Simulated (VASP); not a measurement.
OSZICAR of a VASP run on CuGaSe2 (space group I-42d):

### OSZICAR
```
       N       E                     dE             d eps       ncg     rms          rms(c)
DAV:   1     0.590057665978E+03    0.59006E+03   -0.23075E+04  1142   0.159E+03
DAV:   2     0.636977348217E+02   -0.52636E+03   -0.51062E+03  1151   0.447E+02
DAV:   3    -0.264482750735E+02   -0.90146E+02   -0.88419E+02  1425   0.173E+02
DAV:   4    -0.322771607203E+02   -0.58289E+01   -0.57703E+01  1516   0.446E+01
DAV:   5    -0.324591277449E+02   -0.18197E+00   -0.18142E+00  1564   0.839E+00    0.121E+01
DAV:   6    -0.324374388853E+02    0.21689E-01   -0.32494E+01  1521   0.838E+01    0.880E+00
DAV:   7    -0.307353036600E+02    0.17021E+01   -0.77703E+00  1484   0.634E+01    0.382E+00
DAV:   8    -0.309484116477E+02   -0.21311E+00   -0.34565E+00  1716   0.198E+01    0.301E+00
DAV:   9    -0.308346089917E+02    0.11380E+00   -0.97590E-01  1564   0.161E+01    0.446E-01
DAV:  10    -0.308376733168E+02   -0.30643E-02   -0.61411E-02  1612   0.350E+00    0.170E-01
DAV:  11    -0.308387326632E+02   -0.10593E-02   -0.11058E-02  1364   0.136E+00    0.139E-01
DAV:  12    -0.308384127774E+02    0.31989E-03   -0.15108E-03   788   0.786E-01
   1 F= -.30838413E+02 E0= -.30838282E+02  d E =-.262358E-03
```

Q: Which electronic solver shows in the log?

A: It is blocked Davidson (ALGO = Normal, or the opening steps of other solvers). The INCAR had ALGO = Normal.

Q: Can the final energy be trusted as converged?

A: The run converged. It stopped with EDIFF = 1E-03, NELM = 100 (PBE GGA, plane waves, VASP's PBE PAW potentials (set 64)).

The structure is a typed CuGaSe2 crystal. The cell was not relaxed at this level. The run is one of a series of settings (EDIFF = 1E-03 against the base run), some of them coarse on purpose.
